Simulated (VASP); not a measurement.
Computed with LDA (Ceperley-Alder, Perdew-Zunger), VASP's LDA PAW potentials (set 64) (plane waves; VASP).

VASP input:

File KPOINTS:
```
Automatic mesh
0
Gamma
5 5 6
0 0 0
```

INCAR:
```
# general
SYSTEM  = CaZn5
PREC    = Accurate
ENCUT   = 300
LREAL   = .False.   # projection in real space or not
LASPH   = .True.

# electronic loop
EDIFF   = 1E-6   # SCF stop (eV)
NELM    = 100   # most electronic steps
ALGO    = Normal
LMAXMIX = 4   # l cut-off of mixed one-centre charges

# smearing
ISMEAR  = 0
SIGMA   = 0.1

# ions
ISIF    = 2   # forces and stress, cell fixed

# output
LWAVE   = .False.
LCHARG  = .False.
```

File POSCAR:
```
CaZn5
1
    5.2263530000     0.0000000000     0.0000000000
   -2.6131770000     4.5261550000     0.0000000000
    0.0000000000     0.0000000000     4.1306940000
Ca Zn
1 5
Direct
  0.0000000000   0.0000000000   0.0000000000
  0.5000000000   0.0000000000   0.5000000000
  0.5000000000   0.5000000000   0.5000000000
  0.0000000000   0.5000000000   0.5000000000
  0.3333330000   0.6666670000   0.0000000000
  0.6666670000   0.3333330000   0.0000000000
```

POTCAR, in this order: Ca_sv Zn (LDA.64 set). Program: vasp_std.

The run wrote:

OUTCAR:
```
 ion  position               nearest neighbor table
   1  0.000  0.000  0.000-   5 3.02   6 3.02   6 3.02   5 3.02   6 3.02   5 3.02
   2  0.500  0.000  0.500-   5 2.56   6 2.56   5 2.56   6 2.56   4 2.61   4 2.61   3 2.61   3 2.61
  LATTYP: Found a hexagonal cell.
 ALAT       =     5.2263530000
 C/A-ratio  =     0.7903587836
 Subroutine PRICEL returns:
 Original cell was already a primitive cell.
 Subroutine GETGRP returns: Found 24 space group operations
The static configuration has the point symmetry D_6h.
The dynamic configuration has the point symmetry D_6h.
 Subroutine INISYM returns: Found 24 space group operations
 Subroutine IBZKPT returns following result:
 Found     20 irreducible k-points:

 Following reciprocal coordinates:
            Coordinates               Weight
  0.000000  0.000000  0.000000      1.000000
  0.200000 -0.000000  0.000000      6.000000
  0.400000 -0.000000  0.000000      6.000000
  0.200000  0.200000  0.000000      6.000000
  0.400000  0.200000  0.000000      6.000000
  0.000000  0.000000  0.166667      2.000000
  0.200000 -0.000000  0.166667     12.000000
  0.400000 -0.000000  0.166667     12.000000
...
```

### OSZICAR
```
       N       E                     dE             d eps       ncg     rms          rms(c)
DAV:   1     0.415906281850E+03    0.41591E+03   -0.24556E+04  1680   0.169E+03
DAV:   2     0.138006264556E+02   -0.40211E+03   -0.39428E+03  1680   0.382E+02
DAV:   3    -0.137255093768E+02   -0.27526E+02   -0.27254E+02  1880   0.114E+02
DAV:   4    -0.144267001798E+02   -0.70119E+00   -0.69724E+00  2462   0.151E+01
DAV:   5    -0.144373713330E+02   -0.10671E-01   -0.10665E-01  1978   0.152E+00    0.814E+00
DAV:   6    -0.131817605289E+02    0.12556E+01   -0.80180E+00  2012   0.344E+01    0.615E+00
DAV:   7    -0.131149628152E+02    0.66798E-01   -0.66762E-01  1936   0.895E+00    0.315E+00
DAV:   8    -0.130833989339E+02    0.31564E-01   -0.61286E-02  2014   0.624E+00    0.523E-01
DAV:   9    -0.130805540901E+02    0.28448E-02   -0.16395E-02  2020   0.449E+00    0.112E-01
DAV:  10    -0.130807123505E+02   -0.15826E-03   -0.46342E-03  2028   0.495E-01    0.544E-02
DAV:  11    -0.130806983777E+02    0.13973E-04   -0.26269E-04  2544   0.428E-01    0.181E-02
DAV:  12    -0.130807011549E+02   -0.27772E-05   -0.78440E-05  2092   0.791E-02    0.495E-03
DAV:  13    -0.130807006253E+02    0.52954E-06   -0.24299E-06  1656   0.317E-02
   1 F= -.13080701E+02 E0= -.13068959E+02  d E =-.234835E-01
```

File OUTCAR:
```
------------------------ aborting loop because EDIFF is reached ----------------------------------------
  FORCE on cell =-STRESS in cart. coord.  units (eV):
  Direction    XX          YY          ZZ          XY          YZ          ZX
  --------------------------------------------------------------------------------------
  Total       -0.7323699     -0.7323700     -0.8924683      0.0000001     -0.0000000     -0.0000000
  in kB      -12.0085303    -12.0085331    -14.6336343      0.0000013     -0.0000000     -0.0000000
  external PRESSURE =     -12.8835659 kB  Pullay stress =       0.0000000 kB
  volume of cell :       97.71
      direct lattice vectors                 reciprocal lattice vectors
     5.226353000  0.000000000  0.000000000     0.191338013  0.110469062  0.000000000
    -2.613177000  4.526155000  0.000000000     0.000000000  0.220938081  0.000000000
     0.000000000  0.000000000  4.130694000     0.000000000  0.000000000  0.242090070
 POSITION                                       TOTAL-FORCE (eV/Angst)
 -----------------------------------------------------------------------------------
      0.00000      0.00000      0.00000         0.000000      0.000000      0.000000
      2.61318      0.00000      2.06535         0.000000      0.000000      0.000000
      1.30659      2.26308      2.06535         0.000000      0.000000      0.000000
     -1.30659      2.26308      2.06535         0.000000      0.000000      0.000000
     -0.00000      3.01744      0.00000         0.000000      0.000000      0.000000
      2.61318      1.50872      0.00000        -0.000000      0.000000      0.000000
 -----------------------------------------------------------------------------------
    total drift:                                0.000000      0.000000      0.000000
  FREE ENERGIE OF THE ION-ELECTRON SYSTEM (eV)
  ---------------------------------------------------
  free  energy   TOTEN  =       -13.0807006253 eV

  energy  without entropy=      -13.0572171644  energy(sigma->0) =      -13.06895889
```
(Selected blocks of OUTCAR.)

At this cut-off the stress carries a Pulay error, which pulls relaxed volumes low.

The structure comes from a computed database's CaZn5 entry (P6/mmm); how it stands against other phases isn't given here. The cell was not relaxed at this level.
